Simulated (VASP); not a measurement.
VASP runs on Pt (fcc) share one base input (PBE GGA, plane waves, VASP's PBE PAW potentials (set 64)) and change the settings named in each case.

**INCAR**
```
SYSTEM = Pt
PREC = Accurate; ENCUT = 400; LREAL = F
LASPH = T
EDIFF = 1E-6; NELM = 100; ALGO = Normal
LMAXMIX = 6
ISMEAR = 1; SIGMA = 0.1
GGA = PE
ISIF = 2
LWAVE = F; LCHARG = F
```

KPOINTS:
```
kpoints
0
Gamma
 14 14 14
```

**POSCAR**
```
Pt
1.99920
  0.0000000000   1.0000000000   1.0000000000
  1.0000000000   0.0000000000   1.0000000000
  1.0000000000   1.0000000000   0.0000000000
Pt
1
direct
  0.0000000000   0.0000000000   0.0000000000
```

POTCAR, in this order: Pt (PBE.64 set). Program: vasp_std.

```json
[
 {"change": "base run", "E(σ→0) (eV/atom)": "-6.0983", "pressure (GPa)": "-5.68", "plane waves": "303"},
 {"change": "ENCUT = 225", "E(σ→0) (eV/atom)": "-6.0848", "pressure (GPa)": "-11.39", "plane waves": "131"},
 {"change": "ENCUT = 275", "E(σ→0) (eV/atom)": "-6.1060", "pressure (GPa)": "-5.75", "plane waves": "174"},
 {"change": "ENCUT = 350", "E(σ→0) (eV/atom)": "-6.0978", "pressure (GPa)": "-6.31", "plane waves": "259"},
 {"change": "ENCUT = 375", "E(σ→0) (eV/atom)": "-6.0980", "pressure (GPa)": "-5.95", "plane waves": "279"},
 {"change": "ENCUT = 475", "E(σ→0) (eV/atom)": "-6.0985", "pressure (GPa)": "-5.65", "plane waves": "388"},
 {"change": "ENCUT = 550", "E(σ→0) (eV/atom)": "-6.0986", "pressure (GPa)": "-5.70", "plane waves": "489"}
]
```
 Unless said otherwise, spin-orbit coupling is left out, though it shifts the bands of the heavy elements here.

Left out are runs that ran out of time, are held back, or changed the cell or the kind of run, fixed moments of cells without a moment, rows past the twelfth, gaps on odd meshes, pressures of charged cells and columns that move by less than the noise.

The compound is Pt in the fcc structure. The cell was not relaxed at this level.
